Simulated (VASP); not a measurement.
All values below come from PBE GGA, VASP's PBE PAW potentials (set 64) (plane waves; VASP).

Input for VASP

### KPOINTS
```
Automatic
0
G
 10 10 7
```

**INCAR**
```
SYSTEM = PtSe2
PREC = Accurate
ENCUT = 500
EDIFF = 1E-6
NELM = 100
ALGO = Normal
LREAL = .FALSE.
LASPH = .TRUE.
ISMEAR = 1
SIGMA = 0.1
GGA = PE
LMAXMIX = 6
LWAVE = .FALSE.
LCHARG = .FALSE.
IBRION = 2
ISIF = 3
NSW = 40
EDIFFG = -0.02
PSTRESS = 200
```

### POSCAR
```
PtSe2
1
    1.8442336282    -3.1943091581     0.0000000000
    1.8442336282     3.1943091581    -0.0000000000
    0.0000000000     0.0000000000     4.3832288717
Pt Se
1 2
Direct
  0.0000000000   0.0000000000   0.0000000000
  0.3333330000   0.6666670000   0.2866253875
  0.6666670000   0.3333330000   0.7133746125
```

POTCAR, in this order: Pt Se (PBE.64 set). Program: vasp_std.

The resulting files:

File OSZICAR:
```
       N       E                     dE             d eps       ncg     rms          rms(c)
DAV:   1     0.115780983178E+03    0.11578E+03   -0.10370E+04  2440   0.128E+03
DAV:   2    -0.979656564376E+01   -0.12558E+03   -0.12286E+03  3093   0.244E+02
DAV:   3    -0.142888754639E+02   -0.44923E+01   -0.44136E+01  2933   0.483E+01
DAV:   4    -0.143184841903E+02   -0.29609E-01   -0.29594E-01  2953   0.428E+00
DAV:   5    -0.143187535712E+02   -0.26938E-03   -0.26938E-03  2995   0.388E-01    0.146E+01
DAV:   6    -0.138207018841E+02    0.49805E+00   -0.42083E+00  2456   0.197E+01    0.857E+00
DAV:   7    -0.136973150050E+02    0.12339E+00   -0.73751E-01  2435   0.910E+00    0.441E+00
DAV:   8    -0.136775721393E+02    0.19743E-01   -0.45183E-02  2715   0.188E+00    0.731E-01
DAV:   9    -0.136756251861E+02    0.19470E-02   -0.78979E-03  2673   0.896E-01    0.129E-01
DAV:  10    -0.136757295757E+02   -0.10439E-03   -0.94518E-04  2855   0.246E-01    0.489E-02
DAV:  11    -0.136757314790E+02   -0.19033E-05   -0.50689E-05  2869   0.589E-02    0.287E-02
DAV:  12    -0.136757335612E+02   -0.20822E-05   -0.59373E-06  2708   0.212E-02    0.659E-03
DAV:  13    -0.136757336904E+02   -0.12929E-06   -0.90790E-07  1487   0.773E-03
   1 F= -.72290488E+01 E0= -.72292293E+01  d E =-.722905E+01
       N       E                     dE             d eps       ncg     rms          rms(c)
DAV:   1    -0.136782197026E+02   -0.24861E-02   -0.16691E-02  2400   0.884E-01    0.645E-02
DAV:   2    -0.136781775693E+02    0.42133E-04   -0.72051E-04  3093   0.179E-01    0.365E-02
DAV:   3    -0.136781618726E+02    0.15697E-04   -0.52990E-05  2589   0.643E-02    0.177E-02
DAV:   4    -0.136781588176E+02    0.30550E-05   -0.92388E-06  2960   0.253E-02    0.784E-03
DAV:   5    -0.136781589412E+02   -0.12356E-06   -0.12192E-06  1305   0.951E-03
   2 F= -.72293310E+01 E0= -.72294996E+01  d E =-.282186E-03
```

File OUTCAR:
```
------------------------ aborting loop because EDIFF is reached ----------------------------------------
  FORCE on cell =-STRESS in cart. coord.  units (eV):
  Direction    XX          YY          ZZ          XY          YZ          ZX
  --------------------------------------------------------------------------------------
  Total        6.4931663      6.4931802      6.4350064      0.0000000      0.0000000      0.0000000
  in kB      201.3750847    201.3755133    199.5713483      0.0000000      0.0000000      0.0000000
  external PRESSURE =       0.7739821 kB  Pullay stress =     200.0000000 kB
  volume of cell :       51.66
      direct lattice vectors                 reciprocal lattice vectors
     1.845328737 -3.196206530 -0.000000000     0.270954432 -0.156435448  0.000000000
     1.845328737  3.196206530  0.000000000     0.270954432  0.156435448 -0.000000000
     0.000000000  0.000000000  4.379482550    -0.000000000 -0.000000000  0.228337478
 POSITION                                       TOTAL-FORCE (eV/Angst)
 -----------------------------------------------------------------------------------
      3.69066      0.00000      0.00000        -0.000000      0.000000      0.000000
      1.84533      1.06540      1.25245         0.000000      0.000000     -0.013107
      1.84533     -1.06540      3.12704        -0.000000     -0.000000      0.013107
 -----------------------------------------------------------------------------------
    total drift:                                0.000000      0.000000      0.000000
  FREE ENERGIE OF THE ION-ELECTRON SYSTEM (eV)
  ---------------------------------------------------
  free  energy   TOTEN  =       -13.6781589412 eV

  energy  without entropy=      -13.6786645908  energy(sigma->0) =      -13.67832749
  enthalpy is  TOTEN    =        -7.2293310207 eV   P V=        6.4488279205

 reached required accuracy - stopping structural energy minimisation
```
(Selected blocks of OUTCAR.)

**CONTCAR**
```
PtSe2
   1.00000000000000
     1.8453287365415108   -3.1962065296439279   -0.0000000000000000
     1.8453287365415108    3.1962065296439279    0.0000000000000000
     0.0000000000000000    0.0000000000000000    4.3794825498213950
  Pt              Se
     1     2
Direct
     1.0000000000000000    1.0000000000000000    0.0000000000000000
     0.3333330000000032    0.6666669999999968    0.2859806723676466
     0.6666669999999968    0.3333330000000032    0.7140193276323533
```

Without a dispersion term in the relaxation, distances and binding between the weakly bound layers, chains or molecules are unreliable, and so is what depends on them.

The compound is PtSe2 in the 1T layered structure. This run relaxes it under an external pressure of 20 GPa. Symmetry was kept, so distortions that lower it aren't found.
